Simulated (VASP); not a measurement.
Computed with LDA (Ceperley-Alder, Perdew-Zunger) with spin-orbit coupling, VASP's LDA PAW potentials (set 64) (plane waves; VASP 6.6.1).

A VASP calculation is set up with these files.

File KPOINTS_OPT:
```
k-points along high-symmetry lines
8
Line-mode
Reciprocal
  0.000000   0.000000   0.000000 ! GAMMA
  0.500000  -0.500000   0.500000 ! H

  0.500000  -0.500000   0.500000 ! H
  0.000000  -0.000000   0.500000 ! N

  0.000000  -0.000000   0.500000 ! N
  0.000000   0.000000   0.000000 ! GAMMA

  0.000000   0.000000   0.000000 ! GAMMA
  0.250000   0.250000   0.250000 ! P

  0.250000   0.250000   0.250000 ! P
  0.500000  -0.500000   0.500000 ! H

  0.250000   0.250000   0.250000 ! P
  0.000000  -0.000000   0.500000 ! N
```

**POSCAR**
```
Ba
1
   -2.3870762062     2.3870762062     2.3870762062
    2.3870762062    -2.3870762062     2.3870762062
    2.3870762062     2.3870762062    -2.3870762062
Ba
1
Direct
  0.0000000000   0.0000000000   0.0000000000
```

KPOINTS:
```
kpoints
0
Gamma
10 10 10
```

INCAR:
```
SYSTEM  =  Ba
PREC  =  Accurate; ENCUT  =  400; LREAL  =  .FALSE.
LASPH  =  .TRUE.
EDIFF  =  1E-6; NELM  =  100; ALGO  =  Normal
LMAXMIX  =  4
ISMEAR  =  0; SIGMA  =  0.05
GGA_COMPAT  =  .FALSE.
MAGMOM  =  3*0; LSORBIT  =  .TRUE.
LWAVE  =  .FALSE.; LCHARG  =  .FALSE.
```

POTCAR, in this order: Ba_sv (LDA.64 set). Program: vasp_ncl.

The run wrote:

**OSZICAR**
```
       N       E                     dE             d eps       ncg     rms          rms(c)
DAV:   1     0.565676507680E+02    0.56568E+02   -0.36254E+03  1692   0.756E+02
DAV:   2     0.113790516317E+01   -0.55430E+02   -0.53955E+02  2320   0.168E+02
DAV:   3    -0.234932582135E+01   -0.34872E+01   -0.34653E+01  2366   0.420E+01
DAV:   4    -0.246711908870E+01   -0.11779E+00   -0.11760E+00  2534   0.603E+00
DAV:   5    -0.246838800239E+01   -0.12689E-02   -0.12686E-02  2298   0.554E-01    0.203E+00
DAV:   6    -0.246147634659E+01    0.69117E-02   -0.48273E-03  2434   0.725E-01    0.118E+00
DAV:   7    -0.245762476518E+01    0.38516E-02   -0.82135E-03  2378   0.908E-01    0.202E-01
DAV:   8    -0.245764895502E+01   -0.24190E-04   -0.15914E-04  2364   0.746E-02    0.455E-02
DAV:   9    -0.245767742260E+01   -0.28468E-04   -0.36049E-05  2172   0.427E-02    0.448E-03
DAV:  10    -0.245767784037E+01   -0.41776E-06   -0.81164E-07  1632   0.738E-03
   1 F= -.24576778E+01 E0= -.24565632E+01  d E =-.222928E-02  mag=    -0.0000    -0.0000    -0.0000
       N       E                     dE             ncg
       N       E                     dE             ncg
```

**OUTCAR**
```
------------------------ aborting loop because EDIFF is reached ----------------------------------------
  FORCE on cell =-STRESS in cart. coord.  units (eV):
  Direction    XX          YY          ZZ          XY          YZ          ZX
  --------------------------------------------------------------------------------------
  Total       -0.0135870     -0.0135870     -0.0135870     -0.0000000      0.0000000     -0.0000000
  in kB       -0.4001050     -0.4001050     -0.4001050     -0.0000000      0.0000000     -0.0000000
  external PRESSURE =      -0.4001050 kB  Pullay stress =       0.0000000 kB
  volume of cell :       54.41
      direct lattice vectors                 reciprocal lattice vectors
    -2.387076206  2.387076206  2.387076206     0.000000000  0.209461264  0.209461264
     2.387076206 -2.387076206  2.387076206     0.209461264  0.000000000  0.209461264
     2.387076206  2.387076206 -2.387076206     0.209461264  0.209461264  0.000000000
 POSITION                                       TOTAL-FORCE (eV/Angst)
 -----------------------------------------------------------------------------------
      0.00000      0.00000      0.00000         0.000000      0.000000      0.000000
 -----------------------------------------------------------------------------------
    total drift:                                0.000000      0.000000      0.000000
  FREE ENERGIE OF THE ION-ELECTRON SYSTEM (eV)
  ---------------------------------------------------
  free  energy   TOTEN  =        -2.4576778404 eV

  energy  without entropy=       -2.4554485555  energy(sigma->0) =       -2.45656320

 Ion:    1  E_soc:     -0.4200234
```
(Selected blocks of OUTCAR.)

The compound is Ba in the bcc structure. It was relaxed first, which changed the volume by -14 %.
